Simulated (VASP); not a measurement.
# HoO (P-6m2) in VASP: a series of runs

The runs below take HoO through single point, with PBEsol+U, r2SCAN+U.

Everything below comes from runs of VASP 6.6.1. Logs are shortened: lines on timing, memory, paths and dates and some standing lists are left out, and cuts for length are marked.

## Step 1: Starting point

The structure is hexagonal, space group P-6m2 (No. 187). Conventional cell: a = 3.064 Å, b = 3.064 Å, c = 2.990 Å, α = 90.00°, β = 90.00°, γ = 120.00°. Ho (site symmetry -6m2) is surrounded by 6 O at 2.32 Å. Around O (site symmetry -6m2) lie 6 Ho at 2.32 Å.

The cell comes from a database or a generator and needn't be the stable form of this composition.

## Step 2: Single point, PBEsol+U

The input, INCAR:

```
  PREC = Accurate
  ENCUT = 520
  EDIFF = 1E-6
  ISMEAR = 0
  SIGMA = 0.05
  LREAL = F
  LASPH = T
  NELM = 100
  ALGO = Normal
  ISIF = 2
  LWAVE = F
  LCHARG = F
  LMAXMIX = 6
  LDAU = T
  LDAUTYPE = 2
  LDAUL = 3 -1
  LDAUU = 7 0
  LDAUJ = 0 0
  LDAUPRINT = 1
  GGA = PS
  NBANDS = 20
```

The input, KPOINTS:

```
regular mesh
0
Gamma
  7 7 6
```

The input, POSCAR:

```
HoO
1.0
    3.0640300800      0.0000000000      0.0000000000
   -1.5320150400      2.6535278900      0.0000000000
    0.0000000000      0.0000000000      2.9903415500
Ho O
1 1
Direct
    0.0000000000      0.0000000000      0.0000000000
    0.6666666667      0.3333333333      0.5000000000
```

Potentials or basis: VASP PAW PBE potentials, release 64 (Ho, O).

Launch:

```console
> cat potpaw_PBE.64/Ho/POTCAR potpaw_PBE.64/O/POTCAR > POTCAR
> mpirun -np 1 vasp_std > vasp.out
```

OUTCAR:

```text
PREC = Accurate
   ENCUT = 520
   EDIFF = 1E-6
   ISMEAR = 0
   LREAL = F
   LASPH = T
   NELM = 100
   ISIF = 2
   GGA = PS

 ion  position               nearest neighbor table
   1  0.000  0.000  0.000-   2 2.32   2 2.32   2 2.32   2 2.32   2 2.32   2 2.32
   2  0.667  0.333  0.500-   1 2.32   1 2.32   1 2.32   1 2.32   1 2.32   1 2.32

  LATTYP: Found a hexagonal cell.
 ALAT       =     3.0640300800
 C/A-ratio  =     0.9759504548

  Lattice vectors:

 A1 = (   3.0640300800,   0.0000000000,   0.0000000000)
 A2 = (  -1.5320150400,   2.6535278900,   0.0000000000)
 A3 = (   0.0000000000,   0.0000000000,   2.9903415500)

Analysis of symmetry for initial positions (statically):
=====================================================================
 Subroutine PRICEL returns:
 Original cell was already a primitive cell.

 Routine SETGRP: Setting up the symmetry group for a
 hexagonal supercell.

 Subroutine GETGRP returns: Found 12 space group operations
 (whereof 12 operations were pure point group operations)
 out of a pool of 24 trial point group operations.

The static configuration has the point symmetry D_3h.

Analysis of symmetry for dynamics (positions and initial velocities):
=====================================================================
 Subroutine PRICEL returns:
 Original cell was already a primitive cell.

 Routine SETGRP: Setting up the symmetry group for a
 hexagonal supercell.

 Subroutine GETGRP returns: Found 12 space group operations
 (whereof 12 operations were pure point group operations)
 out of a pool of 24 trial point group operations.

The dynamic configuration has the point symmetry D_3h.

 Subroutine INISYM returns: Found 12 space group operations
 (whereof 12 operations are pure point group operations),
 and found     1 'primitive' translations

----------------------------------------------------------------------------------------

                                     Primitive cell

  volume of cell :      24.3129

  direct lattice vectors                    reciprocal lattice vectors
     3.064030080  0.000000000  0.000000000     0.326367553  0.188428394  0.000000000
    -1.532015040  2.653527890  0.000000000     0.000000000  0.376856789  0.000000000
     0.000000000  0.000000000  2.990341550     0.000000000  0.000000000  0.334409961

  length of vectors
     3.064030080  3.064030082  2.990341550     0.376856789  0.376856789  0.334409961

  position of ions in fractional coordinates (direct lattice)
     0.000000000  0.000000000  0.000000000
     0.666666667  0.333333333  0.500000000

  ion indices of the primitive-cell ions
   primitive index   ion index
                 1           1
                 2           2

----------------------------------------------------------------------------------------

 KPOINTS: regular mesh

[... 92 lines left out ...]
 LDA+U is selected, type is set to LDAUTYPE =  2
   angular momentum for each species LDAUL =     3   -1
   U (eV)           for each species LDAUU =   7.0  0.0
   J (eV)           for each species LDAUJ =   0.0  0.0
   GGA     = PS    functional components
   LHFCALC =     F    Hartree Fock is set to
   AEXX    =    0.0000 exact exchange contribution
   IVDW    =     0    specifies the selected vdW correction
   LEPSILON=     F    determine dielectric tensor
   LRPA    =     F    only Hartree local field effects (RPA)
 non-spin polarized calculation
 Gauss-broadening in eV      SIGMA  =   0.05
  energy-cutoff  :      520.00
  volume of cell :       24.31
 maximum number of plane-waves:       664
 NGX is ok and might be reduce to    24
   NGX = 11   NGY = 11   NGZ = 11

 number of electron      27.0000019 magnetization

 Free energy of the ion-electron system (eV)
  ---------------------------------------------------
  ext. energy  EPLUGINS =         0.00000000
  ---------------------------------------------------
  free energy    TOTEN  =        -7.15684062 eV

  energy without entropy =       -7.12010966  energy(sigma->0) =       -7.13847514

atom =   1  type =  1  l = 3

 onsite density matrix

spin component  1

  0.9858  0.0000  0.0000  0.0000 -0.0000  0.0000 -0.0000
  0.0000  0.1114  0.0000 -0.0000  0.0000  0.0000 -0.0000
  0.0000  0.0000  0.9908  0.0000 -0.0000  0.0000 -0.0000
  0.0000 -0.0000  0.0000  0.9880 -0.0000  0.0000  0.0000
 -0.0000  0.0000 -0.0000 -0.0000  0.9908 -0.0000  0.0000
  0.0000  0.0000  0.0000  0.0000 -0.0000  0.1114 -0.0000
 -0.0000 -0.0000 -0.0000  0.0000  0.0000 -0.0000  0.9876

spin component  2

  0.9858  0.0000  0.0000  0.0000 -0.0000  0.0000 -0.0000
  0.0000  0.1114  0.0000 -0.0000  0.0000  0.0000 -0.0000
  0.0000  0.0000  0.9908  0.0000 -0.0000  0.0000 -0.0000
  0.0000 -0.0000  0.0000  0.9880 -0.0000  0.0000  0.0000
 -0.0000  0.0000 -0.0000 -0.0000  0.9908 -0.0000  0.0000
  0.0000  0.0000  0.0000  0.0000 -0.0000  0.1114 -0.0000
 -0.0000 -0.0000 -0.0000  0.0000  0.0000 -0.0000  0.9876

 occupancies and eigenvectors

  o =  0.1114  v = -0.0000 -0.3679  0.0000 -0.0000 -0.0000  0.9299  0.0000  0.0000  0.0000  0.0000  0.0000  0.0000  0.0000  0.0000      0.0000  0.0000  0.0000  0.0000  0.0000  0.0000  0.0000  0.0000  0.0000  0.0000  0.0000  0.0000  0.0000  0.0000
  o =  0.1114  v =  0.0000  0.0000  0.0000  0.0000  0.0000  0.0000  0.0000 -0.0000 -0.3679  0.0000 -0.0000 -0.0000  0.9299  0.0000      0.0000  0.0000  0.0000  0.0000  0.0000  0.0000  0.0000  0.0000  0.0000  0.0000  0.0000  0.0000  0.0000  0.0000
  o =  0.1114  v = -0.0000  0.9299 -0.0000 -0.0000  0.0000  0.3679  0.0000  0.0000  0.0000  0.0000  0.0000  0.0000  0.0000  0.0000      0.0000  0.0000  0.0000  0.0000  0.0000  0.0000  0.0000  0.0000  0.0000  0.0000  0.0000  0.0000  0.0000  0.0000
  o =  0.1114  v =  0.0000  0.0000  0.0000  0.0000  0.0000  0.0000  0.0000 -0.0000  0.9299 -0.0000 -0.0000  0.0000  0.3679  0.0000      0.0000  0.0000  0.0000  0.0000  0.0000  0.0000  0.0000  0.0000  0.0000  0.0000  0.0000  0.0000  0.0000  0.0000
  o =  0.9858  v =  0.0000  0.0000  0.0000  0.0000  0.0000  0.0000  0.0000 -1.0000 -0.0000  0.0000 -0.0000 -0.0000 -0.0000 -0.0000      0.0000  0.0000  0.0000  0.0000  0.0000  0.0000  0.0000  0.0000  0.0000  0.0000  0.0000  0.0000  0.0000  0.0000
  o =  0.9858  v = -1.0000 -0.0000  0.0000 -0.0000 -0.0000 -0.0000 -0.0000  0.0000  0.0000  0.0000  0.0000  0.0000  0.0000  0.0000      0.0000  0.0000  0.0000  0.0000  0.0000  0.0000  0.0000  0.0000  0.0000  0.0000  0.0000  0.0000  0.0000  0.0000
  o =  0.9876  v =  0.0000  0.0000  0.0000  0.0000  0.0000  0.0000  0.0000  0.0000  0.0000 -0.0000 -0.0000  0.0000  0.0000 -1.0000      0.0000  0.0000  0.0000  0.0000  0.0000  0.0000  0.0000  0.0000  0.0000  0.0000  0.0000  0.0000  0.0000  0.0000
  o =  0.9876  v =  0.0000  0.0000 -0.0000 -0.0000  0.0000  0.0000 -1.0000  0.0000  0.0000  0.0000  0.0000  0.0000  0.0000  0.0000      0.0000  0.0000  0.0000  0.0000  0.0000  0.0000  0.0000  0.0000  0.0000  0.0000  0.0000  0.0000  0.0000  0.0000
  o =  0.9880  v = -0.0000  0.0000 -0.0000  1.0000  0.0000  0.0000 -0.0000  0.0000  0.0000  0.0000  0.0000  0.0000  0.0000  0.0000      0.0000  0.0000  0.0000  0.0000  0.0000  0.0000  0.0000  0.0000  0.0000  0.0000  0.0000  0.0000  0.0000  0.0000
  o =  0.9880  v =  0.0000  0.0000  0.0000  0.0000  0.0000  0.0000  0.0000 -0.0000  0.0000 -0.0000  1.0000  0.0000  0.0000 -0.0000      0.0000  0.0000  0.0000  0.0000  0.0000  0.0000  0.0000  0.0000  0.0000  0.0000  0.0000  0.0000  0.0000  0.0000
  o =  0.9908  v =  0.0000  0.0000  0.0000  0.0000  0.0000  0.0000  0.0000  0.0000  0.0000 -0.0000  0.0000 -1.0000 -0.0000 -0.0000      0.0000  0.0000  0.0000  0.0000  0.0000  0.0000  0.0000  0.0000  0.0000  0.0000  0.0000  0.0000  0.0000  0.0000
  o =  0.9908  v =  0.0000  0.0000 -0.0000  0.0000 -1.0000 -0.0000 -0.0000  0.0000  0.0000  0.0000  0.0000  0.0000  0.0000  0.0000      0.0000  0.0000  0.0000  0.0000  0.0000  0.0000  0.0000  0.0000  0.0000  0.0000  0.0000  0.0000  0.0000  0.0000
  o =  0.9908  v = -0.0000 -0.0000 -1.0000 -0.0000  0.0000 -0.0000  0.0000  0.0000  0.0000  0.0000  0.0000  0.0000  0.0000  0.0000      0.0000  0.0000  0.0000  0.0000  0.0000  0.0000  0.0000  0.0000  0.0000  0.0000  0.0000  0.0000  0.0000  0.0000
  o =  0.9908  v =  0.0000  0.0000  0.0000  0.0000  0.0000  0.0000  0.0000 -0.0000 -0.0000 -1.0000 -0.0000  0.0000 -0.0000  0.0000      0.0000  0.0000  0.0000  0.0000  0.0000  0.0000  0.0000  0.0000  0.0000  0.0000  0.0000  0.0000  0.0000  0.0000

 number of electron      27.0000023 magnetization

 Free energy of the ion-electron system (eV)
  ---------------------------------------------------
  ext. energy  EPLUGINS =         0.00000000
  ---------------------------------------------------
  free energy    TOTEN  =       -10.56727769 eV

  energy without entropy =      -10.55653071  energy(sigma->0) =      -10.56190420

 E-fermi :   6.6042     XC(G=0): -13.0887

 val. band max:        6.5914855052   @ k =   0.4286   0.1429   0.3333
 cond. band min:       6.6054192561   @ k =   0.4286   0.0000   0.3333
 fundamental gap:      0.0139337509
 Fermi energy:         6.6042313394

 k-point     1 :       0.0000    0.0000    0.0000
  band No.  band energies     occupation
      1     -41.3547      2.00000
      2     -15.9373      2.00000
      3     -15.8131      2.00000
      4     -15.8131      2.00000
      5     -14.1820      2.00000
      6       0.7488      2.00000
[... 541 lines left out ...]
     19      12.9147      0.00000
     20      14.5478      0.00000

 [... further k-points ...]

------------------------ aborting loop because EDIFF is reached ----------------------------------------

  FORCE on cell =-STRESS in cart. coord.  units (eV):
  Direction    XX          YY          ZZ          XY          YZ          ZX
  --------------------------------------------------------------------------------------
  -------------------------------------------------------------------------------------
  Total        4.0117614      4.0117614      2.5416260      0.0000000      0.0000000     -0.0000000
  in kB      264.3675827    264.3675832    167.4884069      0.0000000      0.0000000     -0.0000000
  external PRESSURE =     232.0745243 kB  Pullay stress =       0.0000000 kB

 VOLUME and BASIS-vectors are now :
 -----------------------------------------------------------------------------
  energy-cutoff  :      520.00
  volume of cell :       24.31
      direct lattice vectors                 reciprocal lattice vectors
     3.064030080  0.000000000  0.000000000     0.326367553  0.188428394  0.000000000
    -1.532015040  2.653527890  0.000000000     0.000000000  0.376856789  0.000000000
     0.000000000  0.000000000  2.990341550     0.000000000  0.000000000  0.334409961

 POSITION                                       TOTAL-FORCE (eV/Angst)
 -----------------------------------------------------------------------------------
      0.00000      0.00000      0.00000         0.000000      0.000000      0.000000
      1.53202      0.88451      1.49517        -0.000000      0.000000      0.000000
 -----------------------------------------------------------------------------------
    total drift:                               -0.000000      0.000000      0.000000

  FREE ENERGIE OF THE ION-ELECTRON SYSTEM (eV)
  ---------------------------------------------------
  free  energy   TOTEN  =       -10.5672776922 eV

  energy  without entropy=      -10.5565307075  energy(sigma->0) =      -10.56190420
```

Wall time 79 s (1 thread of AMD EPYC, shared host); peak memory 0.12 GiB.

Results:

* Free energy: -10.5673 eV
* Pressure: 23.2 GPa
* Band gap on the k mesh: none (metal or under the smearing width)

Eigenvalues of the final occupation matrices:
| site | spin | trace | eigenvalues |
| --- | --- | --- | --- |
| site 1 f | 1 | 5.17 | 0.11 0.11 0.99 0.99 0.99 0.99 0.99 |
| site 1 f | 2 | 5.17 | 0.11 0.11 0.99 0.99 0.99 0.99 0.99 |

Caveat: the PAW data sets were made with another functional, which shifts forces and pressure a little; an odd number of electrons without spin polarisation forces a metal; a magnetic or distorted state may lie lower; the run has no spin polarisation, though such a crystal can be magnetic; U without spin polarisation on a metal has little footing.

## Step 3: Single point, PBEsol+U

The input, INCAR:

```
SYSTEM = HoO
PREC = Accurate
ENCUT = 520
EDIFF = 1E-7
ISMEAR = 0
SIGMA = 0.05
LREAL = .False.
LASPH = .True.
NELM = 150
ALGO = Normal
ISIF = 2
LWAVE = .False.
LCHARG = .False.
LMAXMIX = 6
LDAU = .True.
LDAUTYPE = 2
LDAUL = 3 -1
LDAUU = 2 0
LDAUJ = 0 0
LDAUPRINT = 1
GGA = PS
```

The input, KPOINTS:

```
Automatic mesh
0
Gamma
  7 7 6
  0 0 0
```

POSCAR is that of step 2.

Potentials or basis: VASP PAW PBE potentials, release 64 (Ho, O).

Launch:

```console
> cat potpaw_PBE.64/Ho/POTCAR potpaw_PBE.64/O/POTCAR > POTCAR
> mpirun -np 1 vasp_std > vasp.out
```

Wall time 44 s (1 thread of Intel Xeon Platinum 8259CL at 2.50GHz (Skylake/Cascade Lake), shared host); peak memory 0.15 GiB.

The run converged. Its results:

| Item | Value |
| --- | --- |
| Free energy | -12.6605 eV |
| Pressure | 19.6 GPa |
| Band gap on the k mesh | none (metal or under the smearing width) |

Stress tensor (GPa, compression positive):
```
23.08  0.00  0.00
 0.00 23.08  0.00
 0.00  0.00 12.72
```

Levels at points of the mesh, in eV from the Fermi level:
```csv
k point,band 10,band 11,band 12,band 13,band 14,band 15,band 16,band 17
"(0.00, 0.00, 0.00)",-0.81,-0.77,-0.77,-0.17,-0.08,-0.08,0.20,2.20
"(0.00, 0.00, 0.50)",-0.63,-0.63,-0.43,-0.17,0.20,0.20,3.47,3.55
```

Eigenvalues of the final occupation matrices:
```csv
site,spin,trace,eigenvalues
site 1 f,1,5.27,0.32 0.32 0.81 0.93 0.96 0.97 0.97
site 1 f,2,5.27,0.32 0.32 0.81 0.93 0.96 0.97 0.97
```

Caveat: the PAW data sets were made with another functional, which shifts forces and pressure a little; an odd number of electrons without spin polarisation forces a metal; a magnetic or distorted state may lie lower; the run has no spin polarisation, though such a crystal can be magnetic; U without spin polarisation on a metal has little footing. Spin polarisation is off, so any magnetic state and its effect on volume and gap are missing.

## Step 4: Single point, r2SCAN+U

The input, INCAR:

```
PREC = Accurate ; ENCUT = 520
EDIFF = 1E-7 ; ISMEAR = 0
SIGMA = 0.05 ; LREAL = False
LASPH = True ; NELM = 100
ALGO = Normal ; ISIF = 2
LWAVE = False ; LCHARG = False
LMAXMIX = 6 ; LDAU = True
LDAUTYPE = 2 ; LDAUL = 3 -1
LDAUU = 4 0 ; LDAUJ = 0 0
LDAUPRINT = 1 ; METAGGA = R2SCAN
LMIXTAU = True
```

The input, KPOINTS:

```
regular mesh
0
Gamma
  7 7 6
```

POSCAR is that of step 3.

Launch:

```console
> cat potpaw_PBE.64/Ho/POTCAR potpaw_PBE.64/O/POTCAR > POTCAR
> mpirun -np 1 vasp_std > vasp.out
```

Run time: 51 s. Hardware: 1 thread of Intel Xeon 6975P-C (Granite Rapids), shared host; peak memory 0.16 GiB.

Results (log left out):

```
Free energy            : -41.3249 eV
Pressure               : 27.9 GPa
Band gap on the k mesh : none (metal or under the smearing width)
```

Stress tensor (GPa, compression positive):
```
31.92  0.00  0.00
 0.00 31.92  0.00
 0.00  0.00 19.80
```

Levels at points of the mesh, in eV from the Fermi level:
| k point | band 12 | band 13 | band 14 | band 15 | band 16 | band 17 |
| --- | --- | --- | --- | --- | --- | --- |
| (0.00, 0.00, 0.00) | -2.68 | -1.71 | -1.61 | 0.02 | 0.02 | 1.64 |
| (0.00, 0.00, 0.50) | -2.68 | -2.29 | 0.24 | 0.24 | 2.66 | 2.72 |

Eigenvalues of the final occupation matrices:
```tsv
site	spin	trace	eigenvalues
site 1 f	1	5.24	0.17 0.17 0.97 0.98 0.98 0.99 0.99
site 1 f	2	5.24	0.17 0.17 0.97 0.98 0.98 0.99 0.99
```

Caveat: the PAW data sets were made with another functional, which shifts forces and pressure a little; an odd number of electrons without spin polarisation forces a metal; a magnetic or distorted state may lie lower; the run has no spin polarisation, though such a crystal can be magnetic; U without spin polarisation on a metal has little footing.

## Step 5: Single point, r2SCAN+U

The input, INCAR:

```
SYSTEM = HoO
ALGO     = Normal         ! electronic algorithm
EDIFF    = 1E-6           ! SCF threshold, eV
ENCUT    = 520            ! plane-wave cutoff, eV
ISIF     = 2              ! what is computed and relaxed
ISMEAR   = 0              ! smearing method
LASPH    = .True.         ! aspherical terms in the spheres
LCHARG   = .False.        ! write CHGCAR
LDAU     = .True.         ! DFT+U
LDAUJ    = 0 0          
LDAUL    = 3 -1           ! shell
LDAUPRINT= 1            
LDAUTYPE = 2            
LDAUU    = 2 0            ! U, eV
LMAXMIX  = 6              ! l up to which the mixer works
LMIXTAU  = .True.       
LREAL    = .False.        ! projectors in reciprocal space
LWAVE    = .False.        ! write WAVECAR
METAGGA  = R2SCAN         ! meta-GGA
NBANDS   = 20             ! bands
NELM     = 150            ! most SCF steps
PREC     = Accurate       ! precision mode
SIGMA    = 0.05           ! smearing width, eV
```

The input, KPOINTS:

```
k-points
0
Gamma
  7 7 6
  0 0 0
```

POSCAR is that of step 4.

Launch:

```console
> cat potpaw_PBE.64/Ho/POTCAR potpaw_PBE.64/O/POTCAR > POTCAR
> mpirun -np 1 vasp_std > vasp.out
```

It took 65 s on 1 thread of Intel Xeon 6975P-C (Granite Rapids), shared host; peak memory 0.16 GiB.

Results (log left out):

| Property | Result |
| --- | --- |
| Free energy | -43.5391 eV |
| Pressure | 30.6 GPa |
| Band gap on the k mesh | none (metal or under the smearing width) |

Stress tensor (GPa, compression positive):
```
32.04  0.00  0.00
 0.00 32.04  0.00
 0.00  0.00 27.77
```

Levels at points of the mesh, in eV from the Fermi level:
```tsv
k point	band 10	band 11	band 12	band 13	band 14	band 15	band 16	band 17	band 18	band 19
(0.00, 0.00, 0.00)	-2.42	-2.42	-1.51	-1.31	-1.31	-0.44	1.17	2.38	5.18	5.18
(0.00, 0.00, 0.50)	-2.34	-2.34	-0.97	-0.97	-0.30	0.58	3.16	3.16	3.26	6.04
```

Eigenvalues of the final occupation matrices:
```tsv
site	spin	trace	eigenvalues
site 1 f	1	5.21	0.02 0.27 0.98 0.98 0.98 0.99 0.99
site 1 f	2	5.21	0.02 0.27 0.98 0.98 0.98 0.99 0.99
```

Caveat: a pressure of tens of GPa on the cell as given is suspect, and the run, the potentials or the cell itself is likely at fault; the PAW data sets were made with another functional, which shifts forces and pressure a little; an odd number of electrons without spin polarisation forces a metal; a magnetic or distorted state may lie lower; the run has no spin polarisation, though such a crystal can be magnetic; U without spin polarisation on a metal has little footing. The run has no spin-orbit coupling, so splittings on Ho are missing.

## Step 6: Overview

```tsv
level	U	gap on the mesh (eV)	pressure (GPa)
PBEsol+U	Ho f U = 7 eV	none	23.2
PBEsol+U	Ho f U = 2 eV	none	19.6
r2SCAN+U	Ho f U = 4 eV	none	27.9
r2SCAN+U	Ho f U = 2 eV	none	30.6
```

Alike in all rows: task single point; potentials or basis VASP PAW PBE potentials, release 64 (Ho, O); no spin polarisation; cell as given; k mesh 7 × 7 × 6; cutoff (eV) 520; smearing gaussian 0.05 eV.

Every run on the cell as given and a fine mesh finds a metal. The pressure there spans 19.6 GPa (PBEsol+U) to 30.6 GPa (r2SCAN+U); a positive pressure means that this level wants a larger cell, a negative one a smaller.

Caveats: the PAW data sets were made with another functional, which shifts forces and pressure a little; an odd number of electrons without spin polarisation forces a metal; a magnetic or distorted state may lie lower; the run has no spin polarisation, though such a crystal can be magnetic; U without spin polarisation on a metal has little footing; a pressure of tens of GPa on the cell as given is suspect, and the run, the potentials or the cell itself is likely at fault (some runs).

Total energies depend on the potentials used, so only differences within one code and one set of settings carry meaning.
